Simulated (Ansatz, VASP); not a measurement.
## Two plane-wave programs on LiAl12

```
Al Li
1.0
     5.71430    0.00000    0.00000
    -2.85715    4.94873    0.00000
     0.00000    0.00000   20.10164
Al Li
12 1
Direct
  0.33333 0.16667 0.19899
  0.33333 0.66667 0.19899
  0.83333 0.16667 0.19899
  0.83333 0.66667 0.19899
  0.16667 0.33333 0.31345
  0.16667 0.83333 0.31345
  0.66667 0.33333 0.31345
  0.66667 0.83333 0.31345
  0.00000 0.00000 0.42791
  0.00000 0.50000 0.42791
  0.50000 0.00000 0.42791
  0.50000 0.50000 0.42791
  0.00000 0.16667 0.54206
```

Alike in both runs: functional PBE; k mesh 6 × 6 × 1; occupations gaussian, width 0.1 eV; no spin polarisation.

Ansatz relaxed the structure, and its values are those at the end. VASP's run is a single point on that final structure, the one shown.

|  | VASP | Ansatz |
| --- | --- | --- |
| version | VASP 6.6.1 | Ansatz 0.2.0 |
| potentials or method | VASP PAW PBE potentials, release 64 (Al, Li_sv) | scalar-relativistic, plane waves, PAW |
| plane-wave cutoff (eV) | 520 | 420 |
| valence electrons in the cell | 39 | 39 |

```csv
,VASP,Ansatz,Ansatz less VASP
gap on the k mesh at the Fermi level (eV),none,none,-
rms of the force components (eV/Å),0.127,0.126,-0.0010
```

A gap of «none» marks a metal or a gap that the smearing closes. Ansatz warned: «vacuum_density_over_bound».
